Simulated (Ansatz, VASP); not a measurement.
# CsPbCl3: VASP beside Ansatz, part 2 of 2

Wanted: the spread between two codes on one cell, functional and k mesh.  Other levels of theory on this material are compared in a session of their own.

VASP 6.6.1 and Ansatz 0.2.0.

So far. Step 2 (VASP: electric field gradients, r2SCAN): The run ends at a pressure of 0.92 GPa.

## (3) Ansatz: electric field gradients, r2SCAN

Level of this step: Ansatz beside VASP: Kohn-Sham DFT, plane waves, r2SCAN (Ansatz).

Ansatz runs on its default PAW (the set named soft_2) files.

The same cell, functional, mesh and smearing now go to Ansatz, which takes its cutoff from its data sets.

File input.yaml:

```yaml
crystal:
  lattice:
    - [5.605, 0.0, 0.0]
    - [0.0, 5.605, 0.0]
    - [0.0, 0.0, 5.605]
  atoms:
    - { symbol: Pb, position: [0.5, 0.5, 0.5] }
    - { symbol: Cs, position: [0.0, 0.0, 0.0] }
    - { symbol: Cl, position: [0.5, 0.5, 0.0] }
    - { symbol: Cl, position: [0.0, 0.5, 0.5] }
    - { symbol: Cl, position: [0.5, 0.0, 0.5] }
hamiltonian:
  xc: r2scan
  pseudopotentials: { kind: paw }
kpoints:
  mp_grid: { grid: [6, 6, 6] }
scf:
  occupations: { method: fermi_dirac, width: 0.05 }
  n_extra_bands: 5
output:
  forces: true
  stress: true
  eigenvalues: true
  efg: {}
```

Launch:

```sh
> ansatz run input.yaml --threads 2 --pin off --max-ram 4608MiB --backend cpu --events-out ev --progress --plain --runs-dir out
```

Numbers of over 12 decimals in the logs are rounded to 6 here.

The log of the run:

```text
scf.n_extra_bands = 5 over 22 filled bands (N_el = 44.0): the run solves 27 bands
Cs, Pb: output.efg is read without spin–orbit coupling, which moves field gradients at and beside such atoms by some per cent and up to a factor of two; PAW files take it under magnetization.noncollinear and magnetization.spin_orbit
Engine: ansatz 0.2.0, aarch64-unknown-linux-gnu
Pseudopotentials: kind: paw
Pseudopotential: Pb, paw, valence charge 14, recommended cutoff 500 eV (meta_gga), Pb.paw.azcp
Pseudopotential: Cs, paw, valence charge 9, recommended cutoff 500 eV (meta_gga), Cs.paw.azcp
Pseudopotential: Cl, paw, valence charge 7, recommended cutoff 500 eV (meta_gga), Cl.paw.azcp
Functional definition: r2SCAN
  parameter k0 = 0.174
  parameter k1 = 0.065
  parameter a1 = 4.9479
  exchange = r2scan_x(k0 = k0, k1 = k1, a1 = a1)
  correlation = r2scan_c
Crystal: 5 atoms, lattice volume = 176.087 Å³
Basis set: ecut = 500 eV, 4457 PW (Γ), exchange–correlation on 180×180×180 points (64 copies of the dense FFT grid, shifted against one another)
Bands: 27, of which v1, the nominal top of the filled ones, is band 22 counted from 1 (21 counted from 0)
Symmetry: 48 space group operations
Space group: Pm-3m (ITA 221), of the structure as read, at distance tolerance 5.6e-5 Å
k-points: 20 of 216
Non-local potential: Pb, projectors of the file, l = 0: 2, l = 1: 2, l = 2: 2, l = 3: 2
Non-local potential: Cs, projectors of the file, l = 0: 3, l = 1: 2, l = 2: 2, l = 3: 2
Non-local potential: Cl, projectors of the file, l = 0: 2, l = 1: 2, l = 2: 2
PAW form: soft (Blöchl's): semilocal exchange-correlation on the pseudo side does not see the compensation charge
PAW frozen core: Pb, regenerated for the run's functional (the file was generated under x = pbe(κ = 0.804, μ = 0.219515), c = pbe(β = 0.066725))
PAW frozen core: Cs, regenerated for the run's functional (the file was generated under x = pbe(κ = 0.804, μ = 0.219515), c = pbe(β = 0.066725))
PAW frozen core: Cl, regenerated for the run's functional (the file was generated under x = pbe(κ = 0.804, μ = 0.219515), c = pbe(β = 0.066725))
PAW one-centre angular grid: Pb, 590 points (default); XC on 160 Gauss nodes
PAW one-centre angular grid: Cs, 302 points (default); XC on 160 Gauss nodes
PAW one-centre angular grid: Cl, 302 points (default); XC on 160 Gauss nodes
Initial density: superposition of atomic densities (neutral atoms: chi_scale 0, normalization atom), corrected by the library's trained network
Initial wavefunctions: pseudopotential atomic-orbital guess
Functional: x = r2scan, c = r2scan; τ floored in thin density (d = 2e-4 eV/Å³)
SCF iter   1: F=—  HF=-20866.124038 eV  |F-HF|=—  |Δ(HF+E_count)|=         —  Δρ=4.53e-3  dr2=2.38e-2  dr2_τ=5.67e-3  ethr=1.77e-3  ⟨swp⟩=7.8  Hψ=2805  notcnv=0
preconditioner: auto → Resta (q_TF=auto, 2.165 Å⁻¹)  ε∞=2.7  [insulator: Δε(μ)=2.244 eV  Ē_g=14.077 eV  σ=0.050 eV  W_gap=1.00  n_scr=26 (ndim 8)  ℏωp=18.1 eV  f_vac=0.060  D(μ)=0.00/eV (n_scr^D=0)  ε∞_Penn≈2.7]
SCF iter   2: F=—  HF=-20866.149391 eV  |F-HF|=—  |Δ(HF+E_count)|=   2.54e-2  Δρ=2.03e-3  dr2=5.17e-3  dr2_τ=2.31e-4  ethr=5.40e-5  ⟨swp⟩=2.5  Hψ=1232  notcnv=0  defer=18
SCF iter   3: F=—  HF=-20866.148730 eV  |F-HF|=—  |Δ(HF+E_count)|=   6.61e-4  Δρ=5.43e-4  dr2=3.81e-4  dr2_τ=5.07e-5  ethr=1.18e-5  ⟨swp⟩=2.2  Hψ=795  notcnv=0  defer=18
SCF iter   4: F=—  HF=-20866.148764 eV  |F-HF|=—  |Δ(HF+E_count)|=   3.45e-5  Δρ=8.55e-5  dr2=1.11e-5  dr2_τ=1.16e-6  ethr=8.67e-7  ⟨swp⟩=2.1  Hψ=829  notcnv=0  defer=18
SCF iter   5: F=—  HF=-20866.148735 eV  |F-HF|=—  |Δ(HF+E_count)|=   2.97e-5  Δρ=1.81e-5  dr2=5.24e-7  dr2_τ=3.25e-8  ethr=2.53e-8  ⟨swp⟩=2.1  Hψ=954  notcnv=0  defer=18
SCF iter   6: F=-20866.148735 eV  HF=-20866.148735 eV  |F-HF|=4.10e-9  |Δ(HF+E_count)|=   5.08e-7  Δρ=2.80e-6  dr2=2.41e-8  dr2_τ=9.64e-10  ethr=2.27e-10  ⟨swp⟩=10.6  Hψ=2941  notcnv=0
SCF 1 converged in 6 iterations: F = -20866.148735 eV  dr2 = 2.41e-8
  greatest PAW one-centre occupation: 0.982 electrons in one spin orbital (limit 2), on the Pb atom at site 0 (counted from 0), in its partial waves of l = 2
SCF converged after 6 iterations
Free energy (F): -20866.148735 eV
Harris-Foulkes:  -20866.148735 eV  (|F-HF|=4.10e-9)
Internal energy: -20866.148735 eV  (E = F + TS)
E sigma→0 (E₀):  -20866.148735 eV
Fermi energy:    5.031960 eV
--- Per-component energies (eV) ---
  E_band       = -260.502423
  E_kinetic    = 911.672101
  E_local      = -2666.740272  (includes V_loc(G=0)·N_el)
  E_nonlocal   = 465.156561
  E_hartree    = 1011.178221
  E_xc         = -685.311655
  E_vxc        = -689.858105  (∫ρ·V_xc dr)
  E_paw        = -17522.510683  (= ΣΔE_a)
  E_vpaw       = -342.049576  (= ΣTr[D̂ρ^β])
  E_aug_tail   = 0.000133  (compensation charges beyond the density's cutoff)
  E_vtau       = 38.958941  (kinetic-family band-sum trace: ∫τ·v_τ [+ j·A + Jᵃ·Aᵃ] dr)
  E_ewald      = -2380.199303
  E_core_change = 0.606161  (= ΣΔE_core)
  E_smearing   = -0.000000  (= −TS)
  E_closure    = 0.000000  (closes the sum)
  Σ components = -20866.148735   (vs F -20866.148735, Δ=0.00e0)
--- Forces (eV/Å), atoms counted from 1 ---
  atom   1  Pb     0.00000000    -0.00000000    -0.00000000
  atom   2  Cs    -0.00000000    -0.00000000    -0.00000000
  atom   3  Cl    -0.00000000    -0.00000000     0.00000000
  atom   4  Cl     0.00000000    -0.00000000    -0.00000000
  atom   5  Cl    -0.00000000    -0.00000000    -0.00000000
  max |Σ_I F_I| component: 1.35e-29 eV/Å
--- Stress (GPa, compression-positive) ---
        0.986510       0.000000       0.000000
       -0.000000       0.986510       0.000000
       -0.000000       0.000000       0.986510
  P = ⅓ Tr σ = 0.9865 GPa (9.865 kbar)
--- PAW observables at the nuclei: V_zz in 10²¹ V/m², potentials from the cell's mean, atoms counted from 1 ---
  atom   1  Pb V_zz =    +0.000000   η = 0.0000   by run symmetry: forbidden
            electrostatic potential = -17473.400904 V   contact ρ = none
  atom   2  Cs V_zz =    +0.000000   η = 0.0000   by run symmetry: forbidden
            electrostatic potential = -9371.515500 V   contact ρ = none
  atom   3  Cl V_zz =    +7.715910   η = 0.0000   by run symmetry: allowed
            electrostatic potential = -1774.280545 V   contact ρ = none
  atom   4  Cl V_zz =    +7.715910   η = 0.0000   by run symmetry: allowed
            electrostatic potential = -1774.280545 V   contact ρ = none
  atom   5  Cl V_zz =    +7.715910   η = 0.0000   by run symmetry: allowed
            electrostatic potential = -1774.280545 V   contact ρ = none
--- Band table (eV; the first three rows and the last of 20) ---
  k-point 0: bands = [... 18 lower, 1.0528, 1.1650, 1.1650, 1.1650, 7.7071, 8.5130, 8.5130, 9.5088, ... 1 higher]
  k-point 1: bands = [... 18 lower, 1.0287, 1.1373, 1.1373, 1.1880, 7.9682, 8.7114, 8.7125, 9.5961, ... 1 higher]
  k-point 2: bands = [... 18 lower, 0.9804, 1.0816, 1.0816, 1.5949, 8.0794, 8.7640, 9.1734, 9.3075, ... 1 higher]
  k-point 19: bands = [... 18 lower, 1.4919, 1.4919, 1.4919, 3.9197, 6.2095, 6.2095, 6.2095, 9.5604, ... 1 higher]
```

It took 15 s on 2 threads of Arm Neoverse N1, shared host; peak memory 0.91 GiB; 28 s of CPU time.

The column dr2 measures how far the density is from self-consistency, as an energy; F and HF (Harris–Foulkes) agree once it is small.

The run ends at a pressure of 0.99 GPa.

## (4) Side by side

Known differences besides the potentials themselves: VASP keeps PBE cores, Ansatz makes them for the functional; Ansatz adds the response of the frozen cores to the gradients, VASP leaves it out; the cutoff is 500 eV in Ansatz and 400 eV in VASP. Total energies have different zeros and are not compared.

Both answers:

```tsv
quantity	Ansatz	VASP	difference
pressure (GPa)	0.99	0.92	+0.06
gap on the k mesh (eV)	2.290	2.305	-0.015
Vzz at Cl3 (V/Å²)	77.2	74.9	+2.2
Vzz at Cl4 (V/Å²)	77.2	74.9	+2.2
Vzz at Cl5 (V/Å²)	77.2	74.9	+2.2
```

A gap on the mesh is an upper bound, since the band edges may lie between its points; neither run holds spin-orbit coupling, which can move the band edges of a compound of Pb.

## (5) Results

```yaml
difference_in_vzz_at_cl3_electric_field_gradients_r2scan: 2.2 V/Å²
```

In words: The difference in Vzz at Cl3 is 2.2 V/Å² (electric field gradients, r2SCAN). 4 further runs of this series are not shown here. How closely two codes agree says nothing of how well the functional describes the real material.

[Lines on the potential files, build, host, timing and source positions are cut from VASP's logs without a mark.]

[Logs are printed without paths, hosts, clocks, repeated set-up lines and the standing remarks that a program may print on its own settings, such as how far it seeks lower states.]

[Hosts, paths, dates, database ids (printed as entryN), source tags and the programs' standing remarks are cut or masked in the printed files.]
